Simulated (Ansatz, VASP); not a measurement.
HfIn4SiO6 in VASP and in Ansatz

INCAR

```
SYSTEM = HfIn4SiO6
PREC = Accurate
ENCUT = 520
EDIFF = 1E-7
ISMEAR = -1
SIGMA = 0.05
LREAL = .False.
LASPH = .True.
NELM = 60
ALGO = Normal
ISIF = 2
LWAVE = .False.
LCHARG = .False.
GGA = PE
NBANDS = 63
KPAR = 4
```

File KPOINTS:

```
Automatic mesh
0
Gamma
  5 5 4
  0 0 0
```

The input POSCAR:

```
HfIn4SiO6
1.0
    3.2935839274     -5.6870740474     -0.0251844367
    3.2935839274      5.6870740474     -0.0251844367
   -1.5199164421      0.0000000000      6.4442589216
Hf In Si O
1 4 1 6
Direct
    0.1017800000      0.1017800000      0.0091200000
    0.7922200000      0.4820400000      0.0081800000
    0.4820400000      0.7922200000      0.0081800000
    0.5447200000      0.2198300000      0.4839800000
    0.2198300000      0.5447200000      0.4839800000
    0.8543300000      0.8543300000      0.4452300000
    0.8350000000      0.5882200000      0.3810400000
    0.5882200000      0.8350000000      0.3810400000
    0.0289900000      0.0289900000      0.2950000000
    0.9792000000      0.9792000000      0.6955500000
    0.4285200000      0.1451400000      0.0743500000
    0.1451400000      0.4285200000      0.0743500000
```

File input.yaml:

```yaml
crystal:
  lattice:
    - [3.2935839274, -5.6870740474, -0.0251844367]
    - [3.2935839274, 5.6870740474, -0.0251844367]
    - [-1.5199164421, 0.0, 6.4442589216]
  atoms:
    - { symbol: Hf, position: [0.10178, 0.10178, 0.00912] }
    - { symbol: In, position: [0.79222, 0.48204, 0.00818] }
    - { symbol: In, position: [0.48204, 0.79222, 0.00818] }
    - { symbol: In, position: [0.54472, 0.21983, 0.48398] }
    - { symbol: In, position: [0.21983, 0.54472, 0.48398] }
    - { symbol: Si, position: [0.85433, 0.85433, 0.44523] }
    - { symbol: O, position: [0.835, 0.58822, 0.38104] }
    - { symbol: O, position: [0.58822, 0.835, 0.38104] }
    - { symbol: O, position: [0.02899, 0.02899, 0.295] }
    - { symbol: O, position: [0.9792, 0.9792, 0.69555] }
    - { symbol: O, position: [0.42852, 0.14514, 0.07435] }
    - { symbol: O, position: [0.14514, 0.42852, 0.07435] }
hamiltonian:
  xc: pbe
  pseudopotentials: { kind: paw }
kpoints:
  mp_grid: { grid: [5, 5, 4] }
scf:
  occupations: { method: fermi_dirac, width: 0.05 }
output:
  forces: true
  stress: true
  eigenvalues: true
```

Change from the starting cell: volume scaled by 1.06.

Alike in both runs: task single point; functional PBE; k mesh 5 × 5 × 4; occupations fermi-dirac, width 0.05 eV; no spin polarisation.

|  | VASP | Ansatz |
| --- | --- | --- |
| version | VASP 6.6.1 | Ansatz 0.2.0 |
| potentials or method | VASP PAW PBE potentials, release 64 (Hf_pv, In_d, Si, O) | Ansatz PAW |
| plane-wave cutoff (eV) | 520 | 420 |
| valence electrons in the cell | 102 | 118 |

Ansatz gave:

| Property | Result |
| --- | --- |
| gap on the k mesh at the Fermi level (eV) | 0.80 |
| least direct gap on the mesh (eV) | 1.03 |
| pressure (GPa) | -4.5 |
| largest component of the traceless stress (GPa) | 0.71 |
| rms of the force components (eV/Å) | 0.304 |

Q: Estimate VASP's values.

A: gap on the k mesh at the Fermi level (eV): 0.79; least direct gap on the mesh (eV): 1.02; pressure (GPa): -4.7; largest component of the traceless stress (GPa): 0.83; rms of the force components (eV/Å): 0.315.

Atom by atom the forces differ by 0.050 eV/Å (rms over components). The functional is the same, so the differences come from potentials, cutoffs and numerics. The two sets of potentials don't hold the same shells in valence.

Caveats: spin-orbit coupling is left out, which moves the levels of the heavy elements; an odd mesh through Γ misses points on the zone boundary, where band edges often lie (VASP); odd divisions of the mesh miss points on the zone boundary, where band edges often lie, so the gap on the mesh can be too wide (Ansatz); the pressure holds a Pulay correction of +0.3 GPa for the finite cutoff (Ansatz).
